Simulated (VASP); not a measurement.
Level of theory: LDA (Ceperley-Alder, Perdew-Zunger), VASP's LDA PAW potentials (set 64) (plane waves; VASP).

The input files of a VASP run:

### POSCAR
```
Cu
3.5253860
  0.0000000000   0.5000000489   0.5000000489
  0.5000000489   0.0000000000   0.5000000489
  0.5000000489   0.5000000489   0.0000000000
Cu
1
Direct
  0.0000000000   0.0000000000   0.0000000000
```

File KPOINTS:
```
Automatic mesh
0
Gamma
20 20 20
0 0 0
```

INCAR:
```
SYSTEM = Cu
PREC = Accurate; ENCUT = 520; LREAL = .False.
LASPH = .True.
EDIFF = 1E-7; NELM = 100; ALGO = Normal
LMAXMIX = 4
ISMEAR = -5
ISIF = 2
LWAVE = .False.; LCHARG = .True.; LORBIT = 11
NEDOS = 601
```

POTCAR, in this order: Cu (LDA.64 set). Program: vasp_std.

What VASP printed:

**OSZICAR**
```
       N       E                     dE             d eps       ncg     rms          rms(c)
DAV:   1     0.345142962602E+02    0.34514E+02   -0.57230E+03  4744   0.211E+03
DAV:   2    -0.528014876479E+01   -0.39794E+02   -0.37725E+02  4644   0.197E+02
DAV:   3    -0.572102190673E+01   -0.44087E+00   -0.44002E+00  5549   0.299E+01
DAV:   4    -0.572407268208E+01   -0.30508E-02   -0.30507E-02  5704   0.224E+00
DAV:   5    -0.572410505422E+01   -0.32372E-04   -0.32378E-04  5471   0.179E-01    0.804E+00
DAV:   6    -0.508526202001E+01    0.63884E+00   -0.17487E+01  4851   0.102E+02    0.375E+00
DAV:   7    -0.472569338972E+01    0.35957E+00   -0.26018E+00  4940   0.392E+01    0.631E-01
DAV:   8    -0.470964642739E+01    0.16047E-01   -0.63449E-03  5423   0.135E+00    0.288E-01
DAV:   9    -0.470807886972E+01    0.15676E-02   -0.84582E-03  5157   0.200E+00    0.152E-02
DAV:  10    -0.470809045030E+01   -0.11581E-04   -0.24577E-05  5624   0.864E-02    0.527E-03
DAV:  11    -0.470809247842E+01   -0.20281E-05   -0.64767E-07  5256   0.137E-02    0.628E-04
DAV:  12    -0.470809243972E+01    0.38702E-07   -0.22193E-08  2835   0.326E-03
   1 F= -.47080924E+01 E0= -.47080924E+01  d E =0.000000E+00
```

**OUTCAR**
```
------------------------ aborting loop because EDIFF is reached ----------------------------------------
  FORCE on cell =-STRESS in cart. coord.  units (eV):
  Direction    XX          YY          ZZ          XY          YZ          ZX
  --------------------------------------------------------------------------------------
  Total       -0.0216206     -0.0216206     -0.0216206      0.0000000      0.0000000     -0.0000000
  in kB       -3.1624133     -3.1624133     -3.1624133      0.0000000      0.0000000     -0.0000000
  external PRESSURE =      -3.1624133 kB  Pullay stress =       0.0000000 kB
  volume of cell :       10.95
      direct lattice vectors                 reciprocal lattice vectors
     0.000000000  1.762693172  1.762693172    -0.283656854  0.283656854  0.283656854
     1.762693172  0.000000000  1.762693172     0.283656854 -0.283656854  0.283656854
     1.762693172  1.762693172  0.000000000     0.283656854  0.283656854 -0.283656854
 POSITION                                       TOTAL-FORCE (eV/Angst)
 -----------------------------------------------------------------------------------
      0.00000      0.00000      0.00000         0.000000      0.000000      0.000000
 -----------------------------------------------------------------------------------
    total drift:                               -0.000000     -0.000000     -0.000000
  FREE ENERGIE OF THE ION-ELECTRON SYSTEM (eV)
  ---------------------------------------------------
  free  energy   TOTEN  =        -4.7080924397 eV

  energy  without entropy=       -4.7080924397  energy(sigma->0) =       -4.70809244

 total charge

# of ion       s       p       d       tot
------------------------------------------
    1        0.478   0.440   9.186  10.104
```
(Selected blocks of OUTCAR.)

For a metal the tetrahedron method with Blöchl corrections gives inexact stress and forces.

The compound is Cu in the fcc structure. It was relaxed first, which changed the volume by -7 %.
